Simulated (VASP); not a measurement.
Input:

```
CELL_PARAMETERS angstrom
      4.72150     0.00000     0.00000
      0.00000     4.72150     0.00000
      0.00000     0.00000     4.72150
ATOMIC_POSITIONS crystal
  Ag 0.75000 0.25000 0.75000
  Ag 0.25000 0.75000 0.75000
  Ag 0.75000 0.75000 0.25000
  Ag 0.25000 0.25000 0.25000
  O  0.00000 0.00000 0.00000
  O  0.50000 0.50000 0.50000
```

Level of theory: vdW-DF-cx, VASP's PBE PAW potentials (set 64) (plane waves; VASP). Settings: 520 eV cut-off, 7×7×7 Γ-centred mesh, tetrahedra with Blöchl corrections, potentials Ag O.

The cores are frozen, which limits the accuracy of field gradients.

Q: Give the principal components of the electric field gradient (V/Å²) and the asymmetry η at each nucleus.

A: 
| atom | Vxx | Vyy | Vzz | η |
|---|---|---|---|---|
| Ag1 | 90.3 | 90.3 | -180.7 | 0.00 |
| Ag2 | 90.3 | 90.3 | -180.7 | 0.00 |
| Ag3 | 90.3 | 90.3 | -180.7 | 0.00 |
| Ag4 | 90.3 | 90.3 | -180.7 | 0.00 |
| O5 | 0.0 | 0.0 | 0.0 | - |
| O6 | 0.0 | 0.0 | 0.0 | - |

The compound is Ag2O in the cuprite structure. It was relaxed first.
